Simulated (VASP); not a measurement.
Input:

```yaml
crystal:
  lattice:
    - [-2.92230, 2.92230, 1.58827]
    - [2.92230, -2.92230, 1.58827]
    - [2.92230, 2.92230, -1.58827]
  atoms:
    - { symbol: Sn, position: [0.25000, 0.75000, 0.50000] }
    - { symbol: Sn, position: [0.00000, 0.00000, 0.00000] }
```

Method: PBE GGA with D4 dispersion, VASP's PBE PAW potentials (set 64) (plane waves; VASP). Numerical set-up: 520 eV cut-off, 15×15×15 Γ-centred mesh, tetrahedra with Blöchl corrections, potentials Sn_d.

Unless said otherwise, spin-orbit coupling is left out, though it shifts the bands of the heavy elements here.

Estimate the energy per atom (σ→0), band gap (on the k-mesh) with the smallest direct gap where there is one.

```yaml
band gap (on the k-mesh): none (metal, semimetal or under 0.01 eV)
energy per atom (σ→0): -4.223 eV/atom
```

The absolute energy has meaning only against runs of the same code, potentials and settings.

The compound is Sn in the beta structure. It was relaxed first.
